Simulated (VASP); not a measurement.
Here is a VASP 6.6.1 calculation.

File INCAR:

```
PREC = Accurate ; ENCUT = 600
EDIFF = 1E-6 ; ISMEAR = 1
SIGMA = 0.1 ; LREAL = False
LASPH = True ; NELM = 80
ALGO = Normal ; ISIF = 3
LWAVE = False ; LCHARG = False
IBRION = 2 ; NSW = 90
EDIFFG = -0.01
```

Contents of KPOINTS:

```
Automatic mesh
0
Gamma
  16 16 16
```

File POSCAR:

```
Ir
1.0
    0.0000000000      1.9156000000      1.9156000000
    1.9156000000      0.0000000000      1.9156000000
    1.9156000000      1.9156000000      0.0000000000
Ir
1
Direct
    0.0000000000      0.0000000000      0.0000000000
```

Potentials or basis: VASP PAW LDA potentials, release 64 (Ir).

The run is started by

```console
$ cat potpaw_LDA.64/Ir/POTCAR > POTCAR
$ mpirun -np 1 vasp_std > vasp.out
```

(1) Predict the relaxed volume.

(2) Estimate the space group after relaxing (to 0.05 Å).

(3) Estimate the relaxed cell.

## Answers

(1) 13.94 Å³/atom.

(2) Fm-3m (No. 225).

(3) a = 2.701 Å, b = 2.701 Å, c = 2.701 Å, α = 60.00°, β = 60.00°, γ = 60.00°.
